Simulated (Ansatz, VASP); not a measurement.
**One calculation of Hf2Pd2Se2Br2O3, two programs**

Contents of INCAR:

```
  PREC = Accurate
  ENCUT = 520
  EDIFF = 1E-7
  ISMEAR = -1
  SIGMA = 0.05
  LREAL = False
  LASPH = True
  NELM = 80
  ALGO = Normal
  ISIF = 2
  LWAVE = False
  LCHARG = False
  GGA = PE
  NBANDS = 53
  KPAR = 4
```

Contents of KPOINTS:

```
regular mesh
0
Gamma
  8 8 2
```

File POSCAR:

```
Hf2Pd2Se2Br2O3
1.0
    3.7508070768      0.0000000000      0.0000000000
   -1.8753985053      3.2482909539      0.0000000000
    0.0000000000      0.0000000000     17.1213134814
Hf Pd Se Br O
2 2 2 2 3
Direct
    0.6666700000      0.3333300000      0.9338500000
    0.3333300000      0.6666700000      0.0661500000
    0.0000000000      0.0000000000      0.3029800000
    0.0000000000      0.0000000000      0.6970200000
    0.3333300000      0.6666700000      0.2264900000
    0.6666700000      0.3333300000      0.7735100000
    0.6666700000      0.3333300000      0.3986200000
    0.3333300000      0.6666700000      0.6013800000
    0.3333300000      0.6666700000      0.9268900000
    0.6666700000      0.3333300000      0.0731100000
    0.0000000000      0.0000000000      0.0000000000
```

The input input.yaml:

```yaml
crystal:
  lattice:
    - [3.7508070768, 0.0, 0.0]
    - [-1.8753985053, 3.2482909539, 0.0]
    - [0.0, 0.0, 17.1213134814]
  atoms:
    - { symbol: Hf, position: [0.66667, 0.33333, 0.93385] }
    - { symbol: Hf, position: [0.33333, 0.66667, 0.06615] }
    - { symbol: Pd, position: [0.0, 0.0, 0.30298] }
    - { symbol: Pd, position: [0.0, 0.0, 0.69702] }
    - { symbol: Se, position: [0.33333, 0.66667, 0.22649] }
    - { symbol: Se, position: [0.66667, 0.33333, 0.77351] }
    - { symbol: Br, position: [0.66667, 0.33333, 0.39862] }
    - { symbol: Br, position: [0.33333, 0.66667, 0.60138] }
    - { symbol: O, position: [0.33333, 0.66667, 0.92689] }
    - { symbol: O, position: [0.66667, 0.33333, 0.07311] }
    - { symbol: O, position: [0.0, 0.0, 0.0] }
hamiltonian:
  xc: pbe
  pseudopotentials: { kind: paw }
kpoints:
  mp_grid: { grid: [8, 8, 2] }
scf:
  occupations: { method: fermi_dirac, width: 0.05 }
output:
  forces: true
  stress: true
  eigenvalues: true
  write_density: true
  write_potential: true
  elf: true
  volumetric_format: npy
```

Change from the starting cell: volume scaled by 1.02.

Alike in both runs: task single point; functional PBE; k mesh 8 × 8 × 2; occupations fermi-dirac, width 0.05 eV; no spin polarisation.

|  | VASP | Ansatz |
| --- | --- | --- |
| version | VASP 6.6.1 | Ansatz 0.2.0 |
| potentials or method | VASP PAW PBE potentials, release 64 (Hf_pv, Pd, Se, Br, O) | Ansatz PAW |
| plane-wave cutoff (eV) | 520 | 420 |
| valence electrons in the cell | 84 | 152 |

Ansatz gave:

| Quantity | Value |
| --- | --- |
| gap on the k mesh at the Fermi level (eV) | none |
| pressure (GPa) | -2.1 |
| largest component of the traceless stress (GPa) | 0.15 |
| rms of the force components (eV/Å) | 0.057 |

**Question.** Estimate VASP's values.

**Answer.** gap on the k mesh at the Fermi level (eV): none; pressure (GPa): -2.9; largest component of the traceless stress (GPa): 0.34; rms of the force components (eV/Å): 0.084.

Atom by atom the forces differ by 0.037 eV/Å (rms over components). A gap of «none» marks a metal or a gap that the smearing closes. With one functional, cell and mesh, what is left measures potentials, basis and numerics. The two sets of potentials don't hold the same shells in valence.

Caveats: this functional lacks dispersion, which binds the layers, so the pressure and a relaxed spacing across them are unreliable. Spin-orbit coupling is left out, which matters for the levels of Hf.
